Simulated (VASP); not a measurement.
Computed with PBE GGA, VASP's PBE PAW potentials (set 64) (plane waves; VASP).

The input files of a VASP run:

File POSCAR:
```
TiB2
1
    1.5150000000    -2.6240570000     0.0000000000
    1.5150000000     2.6240570000     0.0000000000
    0.0000000000     0.0000000000     3.2300000000
Ti B
1 2
Direct
  0.0000000000   0.0000000000   0.0000000000
  0.3333330000   0.6666670000   0.5000000000
  0.6666670000   0.3333330000   0.5000000000
```

File KPOINTS:
```
Automatic
0
gamma
  10 10 9
```

INCAR:
```
PREC  =  Accurate
GGA  =  PE
SYSTEM  =  TiB2
LASPH  =  .TRUE.
LMAXMIX  =  4
NELM  =  100   # most electronic steps
ISMEAR  =  1
LCHARG  =  .FALSE.
ENCUT  =  520
ISIF  =  2   # forces and stress, cell fixed
EDIFF  =  1E-6   # SCF stop (eV)
LWAVE  =  .FALSE.
SIGMA  =  0.1   # width (eV)
ALGO  =  Normal   # blocked Davidson
LREAL  =  .FALSE.   # projection in real space or not
```

POTCAR, in this order: Ti_sv B (PBE.64 set). Program: vasp_std.

What VASP printed:

File OUTCAR:
```
 ion  position               nearest neighbor table
   1  0.000  0.000  0.000-   2 2.38   3 2.38   2 2.38   3 2.38   3 2.38   3 2.38   2 2.38   2 2.38
                             3 2.38   3 2.38   2 2.38   2 2.38
   2  0.333  0.667  0.500-   3 1.75   3 1.75   3 1.75   1 2.38   1 2.38   1 2.38   1 2.38   1 2.38
                             1 2.38
   3  0.667  0.333  0.500-   2 1.75   2 1.75   2 1.75   1 2.38   1 2.38   1 2.38   1 2.38   1 2.38
                             1 2.38
  LATTYP: Found a hexagonal cell.
 ALAT       =     3.0300000230
 C/A-ratio  =     1.0660065926
 Subroutine PRICEL returns:
 Original cell was already a primitive cell.
 Subroutine GETGRP returns: Found 24 space group operations
The static configuration has the point symmetry D_6h.
The dynamic configuration has the point symmetry D_6h.
 Subroutine INISYM returns: Found 24 space group operations
 Subroutine IBZKPT returns following result:
 Found     70 irreducible k-points:

 Following reciprocal coordinates:
            Coordinates               Weight
  0.000000  0.000000  0.000000      1.000000
  0.100000  0.000000  0.000000      6.000000
  0.200000  0.000000  0.000000      6.000000
  0.300000  0.000000  0.000000      6.000000
...
```

### OSZICAR
```
       N       E                     dE             d eps       ncg     rms          rms(c)
DAV:   1     0.129469559631E+03    0.12947E+03   -0.93074E+03  1820   0.159E+03
DAV:   2    -0.196306329874E+02   -0.14910E+03   -0.14543E+03  1870   0.398E+02
DAV:   3    -0.292613741636E+02   -0.96307E+01   -0.94944E+01  2683   0.944E+01
DAV:   4    -0.295853526997E+02   -0.32398E+00   -0.32361E+00  2359   0.157E+01
DAV:   5    -0.295934604492E+02   -0.81077E-02   -0.81068E-02  2693   0.220E+00    0.167E+01
DAV:   6    -0.243914054133E+02    0.52021E+01   -0.26540E+01  2421   0.596E+01    0.385E+00
DAV:   7    -0.244244830312E+02   -0.33078E-01   -0.17490E+00  2006   0.156E+01    0.332E+00
DAV:   8    -0.244339427778E+02   -0.94597E-02   -0.17406E-01  2624   0.386E+00    0.780E-01
DAV:   9    -0.244264800388E+02    0.74627E-02   -0.77690E-02  2409   0.372E+00    0.297E-01
DAV:  10    -0.244255710005E+02    0.90904E-03   -0.54248E-03  2268   0.101E+00    0.634E-02
DAV:  11    -0.244255861476E+02   -0.15147E-04   -0.41289E-04  2554   0.266E-01    0.511E-02
DAV:  12    -0.244255682875E+02    0.17860E-04   -0.11380E-04  2327   0.146E-01    0.999E-03
DAV:  13    -0.244255678015E+02    0.48599E-06   -0.76988E-06  2187   0.339E-02
   1 F= -.24425568E+02 E0= -.24425296E+02  d E =-.816407E-03
```

File OUTCAR:
```
------------------------ aborting loop because EDIFF is reached ----------------------------------------
  FORCE on cell =-STRESS in cart. coord.  units (eV):
  Direction    XX          YY          ZZ          XY          YZ          ZX
  --------------------------------------------------------------------------------------
  Total        0.0637567      0.0637567     -0.0258980      0.0000000     -0.0000000     -0.0000000
  in kB        3.9775714      3.9775715     -1.6156892      0.0000000     -0.0000000     -0.0000000
  external PRESSURE =       2.1131512 kB  Pullay stress =       0.0000000 kB
  volume of cell :       25.68
      direct lattice vectors                 reciprocal lattice vectors
     1.515000000 -2.624057000  0.000000000     0.330033003 -0.190544641  0.000000000
     1.515000000  2.624057000  0.000000000     0.330033003  0.190544641  0.000000000
     0.000000000  0.000000000  3.230000000     0.000000000  0.000000000  0.309597523
 POSITION                                       TOTAL-FORCE (eV/Angst)
 -----------------------------------------------------------------------------------
      0.00000      0.00000      0.00000         0.000000      0.000000      0.000000
      1.51500      0.87469      1.61500        -0.000000      0.000000      0.000000
      1.51500     -0.87469      1.61500        -0.000000      0.000000     -0.000000
 -----------------------------------------------------------------------------------
    total drift:                                0.000000     -0.000000      0.000000
  FREE ENERGIE OF THE ION-ELECTRON SYSTEM (eV)
  ---------------------------------------------------
  free  energy   TOTEN  =       -24.4255678015 eV

  energy  without entropy=      -24.4247513942  energy(sigma->0) =      -24.42529567
```
(Selected blocks of OUTCAR.)

The compound is TiB2 in the AlB2 type structure. The cell was not relaxed at this level.
